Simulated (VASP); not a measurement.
All values below come from PBE GGA, VASP's PBE PAW potentials (set 64) (plane waves; VASP).

VASP input:

### KPOINTS
```
Automatic mesh
0
Gamma
8 8 8
0 0 0
```

### POSCAR
```
MgO
1
    0.0000000000     2.1234462331     2.1234462331
    2.1234462331     0.0000000000     2.1234462331
    2.1234462331     2.1234462331     0.0000000000
Mg O
1 1
Direct
  0.0000000000   0.0000000000   0.0000000000
  0.5000000000   0.5000000000   0.5000000000
```

INCAR:
```
SYSTEM = MgO
PREC = Accurate; ENCUT = 520; LREAL = .False.
LASPH = .True.
EDIFF = 1E-6; NELM = 100; ALGO = Normal
ISMEAR = 0; SIGMA = 0.05
GGA = PE
LWAVE = .True.; LCHARG = .False.
```

POTCAR, in this order: Mg O (PBE.64 set). Program: vasp_std.

Task: What will the output report for the number of irreducible k-points (NKPTS), largest plane-wave count, number of space-group operations, FFT grid (NGX, NGY, NGZ)?

Result: 
* **number of irreducible k-points (NKPTS)**: 29
* **largest plane-wave count**: 534
* **number of space-group operations**: 48
* **FFT grid (NGX, NGY, NGZ)**: 24 × 24 × 24

The compound is MgO in the rock salt structure. It was relaxed first.
